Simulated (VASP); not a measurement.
# A VASP study of C (Diamond) (PBE + D3(BJ)): structure first, properties next

What structure and properties does PBE + D3(BJ) give C (Diamond), and how near are they to the measured ones? The steps: relaxing cell and atoms (PBE + D3(BJ)), single point with fields (PBE + D3(BJ)), band structure (PBE + D3(BJ)), total and projected DOS (PBE + D3(BJ)), zone-centre phonons (PBE + D3(BJ)), elastic constants (PBE + D3(BJ)), independent-particle dielectric function (PBE + D3(BJ)), bands along the symmetry lines (HSE06) and band structure (TB-mBJ). The start is a cell from a database of measured crystal structures.

Program: VASP 6.6.1. Level of theory: PBE with D3(BJ); plane waves and PAW (C), in the first sound run; inputs show where later runs differ. Results are calculated unless marked as measured.

The experiments to compare with:

For C, diamond (bulk crystal), “Fermi level pinning by defects can explain the large reported carbon 1s binding energy variations in diamond” (2019, arxiv:1902.02958) quotes earlier work: lattice constant a (cubic lattice constant, experimental literature value) 3.5669 Å [literature value used as input for the calculation cells; temperature not stated].

“Damage-free highly efficient plasma-assisted polishing of a 20-mm square large mosaic single crystal diamond substrate” (2020, pmc:7655941) reports for C, diamond, by confocal micro-Raman, 532 nm excitation (mosaic (100) single crystal grown by microwave plasma CVD with nitrogen addition, plasma-assisted polished area): Raman mode (first-order diamond Raman line (zone-centre optical phonon), average …) 1332.9 cm⁻¹ [average over several points on polished mosaic CVD crystal; slightly shifted and …].

“Strain broadening of the 1042-nm zero-phonon line of the NV- center in diamond: a promising spectroscopic tool for defect tomography” (2017, arxiv:1701.05631) quotes from earlier work for C, diamond (bulk crystal): bulk modulus (bulk modulus of diamond, quoted experimental value) 443 GPa [passing remark in the paper's DFT part; literature experimental value with no source or …].

### 1. Set-up

Before any relaxation, the start is as follows. It takes space group Fd-3m (No. 227, cubic). Conventional cell: a = 3.567 Å, b = 3.567 Å, c = 3.567 Å, α = 90.00°, β = 90.00°, γ = 90.00°. C has 4 C at 1.54 Å nearest.

### 2. Relaxing cell and atoms (PBE + D3(BJ))

The start need not lie at this functional's minimum. ISIF = 3 frees volume, shape and positions, and EDIFFG sets the threshold on forces and stress at which the search stops. PBE, the usual starting point, adds the gradient of the density. A dispersion term adds the long-range attraction that semilocal functionals lack. D3 with Becke-Johnson damping keeps a finite attraction at short range.

INCAR

```
SYSTEM = C
PREC = Accurate
ENCUT = 520
EDIFF = 1E-06
NELM = 100
ISMEAR = 0
SIGMA = 0.05
LREAL = .FALSE.
ALGO = Normal
GGA = PE
IVDW = 12
NBANDS = 10
LORBIT = 11
LWAVE = .FALSE.
LCHARG = .FALSE.
KPAR = 2
IBRION = 2
NSW = 60
ISIF = 3
EDIFFG = -0.01
```

POSCAR

```
C
1.0
    0.0000000000      1.7833700000      1.7833700000
    1.7833700000      0.0000000000      1.7833700000
    1.7833700000      1.7833700000      0.0000000000
C
2
Direct
    0.0000000000      0.0000000000      0.0000000000
    0.2500000000      0.2500000000      0.2500000000
```

KPOINTS

```
Automatic mesh
0
Gamma
13 13 13
0 0 0
```

Potentials, in the order of the species: C (PBE family, release 64).

On the command line:

```sh
mpirun -np 2 vasp_std
```

What it wrote:

```text
[banner, memory and clock lines left out]
running    2 mpi-ranks, on    1 nodes
 distrk:  each k-point on    1 cores,    2 groups
 distr:  one band on    1 cores,    1 groups

 POSCAR found type information on POSCAR C
 POSCAR found :  1 types and       2 ions
 LDA part: xc-table for (Slater+PW92), standard interpolation
 POSCAR, INCAR and KPOINTS ok, starting setup
 FFT: planning ... GRIDC
 FFT: planning ... GRID_SOFT
 FFT: planning ... GRID
 WAVECAR not read
 entering main loop
       N       E                     dE             d eps       ncg     rms          rms(c)
DAV:   1    -0.517169749871E+00   -0.51717E+00   -0.50387E+03  1744   0.799E+02
DAV:   2    -0.184522754931E+02   -0.17935E+02   -0.17237E+02  2294   0.121E+02
DAV:   3    -0.188231056579E+02   -0.37083E+00   -0.36976E+00  1980   0.137E+01
DAV:   4    -0.188241057265E+02   -0.10001E-02   -0.10000E-02  1832   0.725E-01
DAV:   5    -0.188241068242E+02   -0.10977E-05   -0.10981E-05  1890   0.250E-02    0.556E+00
DAV:   6    -0.183447729814E+02    0.47933E+00   -0.26738E-01  1754   0.388E+00    0.332E+00
DAV:   7    -0.181834543712E+02    0.16132E+00   -0.32291E-01  1852   0.432E+00    0.760E-01
DAV:   8    -0.181852008239E+02   -0.17465E-02   -0.77630E-03  1748   0.709E-01    0.434E-02
DAV:   9    -0.181852357871E+02   -0.34963E-04   -0.65786E-05  2074   0.692E-02    0.238E-02
DAV:  10    -0.181852556799E+02   -0.19893E-04   -0.15697E-05  1742   0.380E-02    0.508E-03
DAV:  11    -0.181852557241E+02   -0.44199E-07   -0.19754E-07  1528   0.443E-03
   1 F= -.18567856E+02 E0= -.18567856E+02  d E =-.185679E+02
 curvature:   0.00 expect dE= 0.000E+00 dE for cont linesearch  0.000E+00
 trial: gam= 0.00000 g(F)=  0.186E-48 g(S)=  0.310E-02 ort = 0.000E+00 (trialstep = 0.100E+01)
 search vector abs. value=  0.310E-02
 bond charge predicted
       N       E                     dE             d eps       ncg     rms          rms(c)
DAV:   1    -0.181800982264E+02    0.51575E-02   -0.62142E-02  1818   0.220E+00    0.226E-01
DAV:   2    -0.181794054066E+02    0.69282E-03   -0.73139E-04  1802   0.232E-01    0.127E-01
DAV:   3    -0.181791147267E+02    0.29068E-03   -0.46747E-04  1776   0.158E-01    0.186E-02
DAV:   4    -0.181791147149E+02    0.11807E-07   -0.58051E-06  1810   0.230E-02
   2 F= -.18567485E+02 E0= -.18567485E+02  d E =0.370875E-03
 trial-energy change:    0.000371  1 .order    0.000406   -0.003102    0.003913
 step:   0.4495(harm=  0.4422)  dis= 0.00000  next Energy=   -18.568557 (dE=-0.700E-03)
 bond charge predicted
       N       E                     dE             d eps       ncg     rms          rms(c)
DAV:   1    -0.181836771209E+02   -0.45624E-02   -0.18617E-02  1812   0.120E+00    0.124E-01
DAV:   2    -0.181834676475E+02    0.20947E-03   -0.21808E-04  1798   0.126E-01    0.697E-02
DAV:   3    -0.181833768972E+02    0.90750E-04   -0.14031E-04  1780   0.868E-02    0.982E-03
DAV:   4    -0.181833766327E+02    0.26450E-06   -0.17740E-06  1748   0.127E-02
   3 F= -.18568556E+02 E0= -.18568556E+02  d E =-.699858E-03
 curvature:  -0.22 expect dE=-0.202E-09 dE for cont linesearch -0.202E-09
 trial: gam=-0.00054 g(F)=  0.500E-50 g(S)=  0.913E-09 ort = 0.168E-05 (trialstep = 0.890E+00)
 search vector abs. value=  0.100E-09
 reached required accuracy - stopping structural energy minimisation
```

Wall time 16 s (2 MPI ranks of AMD EPYC 7R43, shared host); peak memory 0.21 GiB; 31 s of CPU time.

Lines that name or quote the potential files are left out of all logs, and their timing lines are given in words.

OUTCAR, selected parts (step 2):

```text
ion  position               nearest neighbor table
   1  0.000  0.000  0.000-   2 1.54   2 1.54   2 1.54   2 1.54
   2  0.250  0.250  0.250-   1 1.54   1 1.54   1 1.54   1 1.54

  LATTYP: Found a face centered cubic cell.
 ALAT       =     3.5667400000

 Subroutine GETGRP returns: Found 48 space group operations
 (whereof 24 operations were pure point group operations)

The static configuration has the point symmetry T_d .
 The point group associated with its full space group is O_h .

 Found     84 irreducible k-points:

   k-points           NKPTS =     84   k-points in BZ     NKDIM =     84   number of bands    NBANDS=     10

   dimension x,y,z NGX =    20 NGY =   20 NGZ =   20
   dimension x,y,z NGXF=    40 NGYF=   40 NGZF=   40

   ENCUT  =  520.0 eV  38.22 Ry    6.18 a.u.   4.69  4.69  4.69*2*pi/ulx,y,z

   NELECT =       8.0000    total number of electrons

 k-points in reciprocal lattice and weights: Automatic mesh
   0.00000000  0.00000000  0.00000000       0.000
   0.07692308  0.00000000  0.00000000       0.004
   0.15384615  0.00000000  0.00000000       0.004
   0.23076923  0.00000000  0.00000000       0.004
   0.30769231  0.00000000  0.00000000       0.004
   0.38461538  0.00000000  0.00000000       0.004
   0.46153846  0.00000000  0.00000000       0.004
   0.07692308  0.07692308  0.00000000       0.003
   0.15384615  0.07692308  0.00000000       0.011
[...]
-0.30769231  0.46153846  0.15384615       0.011
  -0.30769231  0.46153846  0.23076923       0.011

 Edisp (eV)   -0.38837

 average (electrostatic) potential at core
       1 -45.2834       2 -45.2834

 E-fermi :  10.0627

 k-point     1 :       0.0000    0.0000    0.0000
  band No.  band energies     occupation
      1     -11.7403      2.00000
      2       9.8280      2.00000
      3       9.8280      2.00000
      4       9.8280      2.00000
      5      15.4365      0.00000
      6      15.4365      0.00000
      7      15.4365      0.00000
      8      23.3148      0.00000
      9      29.2081      0.00000
    ...

 k-point     2 :       0.0769    0.0000    0.0000
  band No.  band energies     occupation
      1     -11.5756      2.00000
      2       8.7569      2.00000
      3       9.5472      2.00000
      4       9.5472      2.00000
      5      15.8043      0.00000
      6      15.8043      0.00000
      7      16.0723      0.00000
      8      23.4514      0.00000
      9      29.4849      0.00000
    ...

 k-point     3 :       0.1538    0.0000    0.0000
  band No.  band energies     occupation
      1     -11.0832      2.00000
      2       6.4778      2.00000
      3       8.9142      2.00000
      4       8.9142      2.00000
      5      16.6374      0.00000
      6      16.6374      0.00000
      7      17.1125      0.00000
      8      23.8471      0.00000
      9      30.1001      0.00000
    ...

 Edisp (eV)   -0.38518

  Total      -0.00011    -0.00011    -0.00011    -0.00000     0.00000     0.00000
  in kB      -0.01597    -0.01597    -0.01597    -0.00000     0.00000     0.00000
  external pressure =       -0.02 kB  Pullay stress =        0.00 kB

  energy-cutoff  :      520.00
  volume of cell :       11.27
      direct lattice vectors                 reciprocal lattice vectors
     0.000000000  1.779366362  1.779366362    -0.280998905  0.280998905  0.280998905
     1.779366362 -0.000000000  1.779366362     0.280998905 -0.280998905  0.280998905
     1.779366362  1.779366362  0.000000000     0.280998905  0.280998905 -0.280998905

 POSITION                                       TOTAL-FORCE (eV/Angst)
 -----------------------------------------------------------------------------------
      0.00000      0.00000      0.00000         0.000000      0.000000     -0.000000
      0.88968      0.88968      0.88968        -0.000000     -0.000000      0.000000
 -----------------------------------------------------------------------------------
    total drift:                                0.000000      0.000000      0.000000

  FREE ENERGIE OF THE ION-ELECTRON SYSTEM (eV)
  ---------------------------------------------------
  free  energy   TOTEN  =       -18.5685560329 eV

  energy  without entropy=      -18.5685560329  energy(sigma->0) =      -18.56855603

 reached required accuracy - stopping structural energy minimisation

 total charge
# of ion       s       p       d       tot
------------------------------------------
    1        0.830   1.755   0.000   2.585
    2        0.830   1.755   0.000   2.585
--------------------------------------------------
tot          1.661   3.510   0.000   5.170

[... 3 further parts left out ...]
```

The gap is read on the k-mesh alone, so it is an upper bound where the band edges lie off the mesh. The run keeps the 48 symmetry operations of its start, so it cannot find a distortion of lower symmetry.

The steps of the relaxation:

| step | energy less that of the first step (eV) | largest force (eV/Å) | pressure (GPa) | volume (Å³) |
| --- | --- | --- | --- | --- |
| 1 | 0.0000 | 0.0000 | -2.92 | 11.34 |
| 2 | 0.0004 | 0.0000 | 3.74 | 11.17 |
| 3 | -0.0007 | 0.0000 | 0.00 | 11.27 |

| conventional cell, symmetrised | before | after | change |
| --- | --- | --- | --- |
| a (Å) | 3.567 | 3.559 | -0.2 % |
| b (Å) | 3.567 | 3.559 | -0.2 % |
| c (Å) | 3.567 | 3.559 | -0.2 % |
| volume (Å³/atom) | 5.67 | 5.63 | -0.7 % |

The relaxed structure:

```xyz
2
Lattice="0.0000 1.7794 1.7794 1.7794 0.0000 1.7794 1.7794 1.7794 0.0000" Properties=species:S:1:pos:R:3 pbc="T T T"
C     0.0000    0.0000    0.0000
C     0.8897    0.8897    0.8897
```

Numbers from this step:

```
electrons                       : 8
bands                           : 10
irreducible k-points            : 84
symmetry operations             : 48
free energy (TOTEN)             : -18.57 eV
Fermi energy                    : 10.06 eV
pressure                        : -0.001597 GPa
metallic                        : no
valence top at k                : 0, 0, 0
conduction bottom at k          : 0.3846, 0.3846, 0
least direct gap at k           : 0, 0, 0
SCF cycles over all ionic steps : 19
gap on the k-mesh               : 4.156 eV
least direct gap on the k-mesh  : 5.609 eV
```

It ends with forces that vanish by symmetry and a pressure of 0.00 GPa. The volume lies -0.7 % from that of the database's start, which holds the thermal and zero-point expansion of its experiment.

### 3. Single point with fields (PBE + D3(BJ))

A single point on the relaxed cell gives a clean self-consistent state, with density, ELF and potential written out.

Edit INCAR of step 2 so:

```diff
@@ -14,7 +14,5 @@
 LWAVE = .FALSE.
-LCHARG = .FALSE.
-KPAR = 2
-IBRION = 2
-NSW = 60
-ISIF = 3
-EDIFFG = -0.01
+LCHARG = .TRUE.
+ISIF = 2
+LELF = .TRUE.
+LVHAR = .TRUE.
```

POSCAR

```
C
1.0
    0.0000000000      1.7793663622      1.7793663622
    1.7793663622      0.0000000000      1.7793663622
    1.7793663622      1.7793663622      0.0000000000
C
2
Direct
    0.0000000000      0.0000000000      0.0000000000
    0.2500000000      0.2500000000      0.2500000000
```

KPOINTS is that of step 2.

On the command line:

```sh
mpirun -np 2 vasp_std
```

What it wrote:

```text
[banner, memory and clock lines left out]
running    2 mpi-ranks, on    1 nodes
 distrk:  each k-point on    2 cores,    1 groups
 distr:  one band on    1 cores,    2 groups

 POSCAR found type information on POSCAR C
 POSCAR found :  1 types and       2 ions
 LDA part: xc-table for (Slater+PW92), standard interpolation
 POSCAR, INCAR and KPOINTS ok, starting setup
 FFT: planning ... GRIDC
 FFT: planning ... GRID_SOFT
 FFT: planning ... GRID
 WAVECAR not read
 entering main loop
       N       E                     dE             d eps       ncg     rms          rms(c)
DAV:   1    -0.834012932730E+00   -0.83401E+00   -0.48690E+03  1736   0.792E+02
DAV:   2    -0.184859692288E+02   -0.17652E+02   -0.16972E+02  2264   0.122E+02
DAV:   3    -0.188345756002E+02   -0.34861E+00   -0.34760E+00  1962   0.137E+01
DAV:   4    -0.188352597026E+02   -0.68410E-03   -0.68406E-03  1834   0.717E-01
DAV:   5    -0.188352605343E+02   -0.83170E-06   -0.83169E-06  1890   0.245E-02    0.561E+00
DAV:   6    -0.183460428286E+02    0.48922E+00   -0.27285E-01  1752   0.392E+00    0.335E+00
DAV:   7    -0.181814204995E+02    0.16462E+00   -0.32881E-01  1852   0.436E+00    0.771E-01
DAV:   8    -0.181831836770E+02   -0.17632E-02   -0.78677E-03  1748   0.715E-01    0.437E-02
DAV:   9    -0.181832180023E+02   -0.34325E-04   -0.65975E-05  2082   0.693E-02    0.240E-02
DAV:  10    -0.181832378835E+02   -0.19881E-04   -0.15532E-05  1732   0.380E-02    0.512E-03
DAV:  11    -0.181832379303E+02   -0.46782E-07   -0.19741E-07  1504   0.445E-03
   1 F= -.18568417E+02 E0= -.18568417E+02  d E =-.102274E-13
```

It took 12 s on 2 MPI ranks; peak memory 0.18 GiB; 22 s of CPU time.

From OUTCAR (step 3):

```text
  LATTYP: Found a face centered cubic cell.
 ALAT       =     3.5587327244

 Found     84 irreducible k-points:

   ENCUT  =  520.0 eV  38.22 Ry    6.18 a.u.   4.68  4.68  4.68*2*pi/ulx,y,z

   NELECT =       8.0000    total number of electrons

 E-fermi :  10.0627

 k-point     1 :       0.0000    0.0000    0.0000
  band No.  band energies     occupation
      1     -11.7403      2.00000
      2       9.8279      2.00000
      3       9.8279      2.00000
      4       9.8279      2.00000
      5      15.4363      0.00000
      6      15.4363      0.00000
      7      15.4363      0.00000
      8      23.3147      0.00000
      9      29.2081      0.00000
    ...

 k-point     2 :       0.0769    0.0000    0.0000
  band No.  band energies     occupation
      1     -11.5756      2.00000
      2       8.7568      2.00000
      3       9.5470      2.00000
      4       9.5470      2.00000
      5      15.8045      0.00000
      6      15.8045      0.00000
      7      16.0721      0.00000
      8      23.4515      0.00000
      9      29.4852      0.00000
    ...

 Edisp (eV)   -0.38518

  Total       0.00214     0.00214     0.00214     0.00000     0.00000     0.00000
  in kB       0.30368     0.30368     0.30368     0.00000     0.00000     0.00000
  external pressure =        0.30 kB  Pullay stress =        0.00 kB

  energy-cutoff  :      520.00
  volume of cell :       11.27
      direct lattice vectors                 reciprocal lattice vectors
     0.000000000  1.779366362  1.779366362    -0.280998905  0.280998905  0.280998905
     1.779366362  0.000000000  1.779366362     0.280998905 -0.280998905  0.280998905
     1.779366362  1.779366362  0.000000000     0.280998905  0.280998905 -0.280998905

 POSITION                                       TOTAL-FORCE (eV/Angst)
 -----------------------------------------------------------------------------------
      0.00000      0.00000      0.00000         0.000000      0.000000      0.000000
      0.88968      0.88968      0.88968        -0.000000     -0.000000     -0.000000
 -----------------------------------------------------------------------------------
    total drift:                                0.000000      0.000000      0.000000

  FREE ENERGIE OF THE ION-ELECTRON SYSTEM (eV)
  ---------------------------------------------------
  free  energy   TOTEN  =       -18.5684173305 eV

  energy  without entropy=      -18.5684173305  energy(sigma->0) =      -18.56841733

 total charge
# of ion       s       p       d       tot
------------------------------------------
    1        0.830   1.755   0.000   2.585
    2        0.830   1.755   0.000   2.585
--------------------------------------------------
tot          1.661   3.510   0.000   5.171

[... 6 parts as in an earlier step ...]

[... 5 further parts left out ...]
```

This step gave:

* SCF cycles: 11
* pressure: 0.03037 GPa
* gap on the k-mesh: 4.157 eV
* least direct gap on the k-mesh: 5.608 eV

Valence electrons inside each PAW sphere by angular momentum. Sphere charges, by row:

| atom | s (e) | p (e) | d (e) | tot (e) |
| --- | --- | --- | --- | --- |
| C1 | 0.83 | 1.755 | 0 | 2.585 |
| C2 | 0.83 | 1.755 | 0 | 2.585 |

Valence density in the ac plane of a cell with a along [110], b along [-110] and c along [001] of the cube at fractional y = 0.000, with atoms of C within 0.2 Å of it. It is the smooth field of the valence electrons, not physical close to the nuclei.

Values in e/Å³, 9 rows by 14 columns, each cell a mean:
```
0.1 0.3 0.7 1.1 0.9 0.4 0.2 0.1 0.3 0.7 1.1 0.9 0.4 0.2
0.3 0.6 1.3 1.6 1.5 0.9 0.4 0.3 0.6 1.3 1.6 1.5 0.9 0.4
1.0 1.2 1.7 1.6 1.8 1.5 1.0 1.0 1.2 1.7 1.6 1.8 1.5 1.0
1.7 1.7 1.4 1.3 1.3 1.6 1.7 1.7 1.7 1.4 1.3 1.3 1.6 1.7
1.5 1.4 0.8 0.5 0.6 1.1 1.6 1.5 1.4 0.8 0.5 0.6 1.1 1.6
1.4 0.9 0.4 0.2 0.2 0.6 1.2 1.4 0.9 0.4 0.2 0.2 0.6 1.2
0.6 0.4 0.2 0.1 0.1 0.3 0.5 0.6 0.4 0.2 0.1 0.1 0.3 0.5
0.2 0.2 0.1 0.2 0.1 0.2 0.2 0.2 0.2 0.1 0.2 0.1 0.2 0.2
0.1 0.2 0.3 0.4 0.3 0.2 0.1 0.1 0.2 0.3 0.4 0.3 0.2 0.1
```
Columns run along a (5.0 Å), rows up along c (3.6 Å), edges of the conventional cell, whose origin can differ from the input's. Atoms in or near the plane, at fractional coordinates: C at (0.00, 0.50), C at (0.50, 0.50), C at (0.25, 0.75), C at (0.75, 0.75).

Electrostatic potential energy in the ac plane of a cell with a along [110], b along [-110] and c along [001] of the cube at fractional y = 0.000, with atoms of C within 0.2 Å of it. With pseudopotentials it is smooth inside the atoms' cores, unlike the true potential.

Ten even steps from '0' (-40 eV) to '9' (1 eV), each cell a mean:
```
99745899974589
98110599811059
66020466602046
02534500253450
40798404079840
15999721599972
89999988999998
99999999999999
99999999999999
```
Columns run along a (5.0 Å; values clipped at the 3rd and 97th percentile), rows up along c (3.6 Å), edges of the conventional cell, whose origin can differ from the input's. Atoms in or near the plane, at fractional coordinates: C at (0.00, 0.50), C at (0.50, 0.50), C at (0.25, 0.75), C at (0.75, 0.75).

ELF in the ac plane of a cell with a along [110], b along [-110] and c along [001] of the cube at fractional y = 0.000, with atoms of C within 0.2 Å of it. It is the smooth field of the valence electrons, not physical close to the nuclei.

Ten even steps from '_' (0.03) to '@' (0.89), each cell a mean:
```
__::++**++--..__::++**++--..
--++++::--++==--++++::--++==
##@@##::++@@%%##@@##::++@@%%
==%%@@##%%@@**==%%@@##%%@@**
..++**==++##::..++**==++##::
++++--__..==++++++--__..==++
++--______::==++--______::==
..____________..____________
____..--::..______..--::..__
```
Columns run along a (5.0 Å), rows up along c (3.6 Å), edges of the conventional cell, whose origin can differ from the input's. Atoms in or near the plane, at fractional coordinates: C at (0.00, 0.50), C at (0.50, 0.50), C at (0.25, 0.75), C at (0.75, 0.75).

In this run the pressure is 0.03 GPa, small enough to go on.

(Part 1 of 5 ends here.)

[Lines on the potential files, build, host, timing and source positions are cut from VASP's logs without a mark.]

[Logs are printed without paths, hosts, clocks, repeated set-up lines and the standing remarks that a program may print on its own settings, such as how far it seeks lower states.]

[Hosts, paths, dates, database ids (printed as entryN), source tags and the programs' standing remarks are cut or masked in the printed files.]

[Measured values are set beside computed ones only where the two were judged alike; some that the calculation misses by far are left out.]

[In band tables of VASP the shares of atoms and orbitals are scaled to a sum of 1 inside the atoms' spheres.]
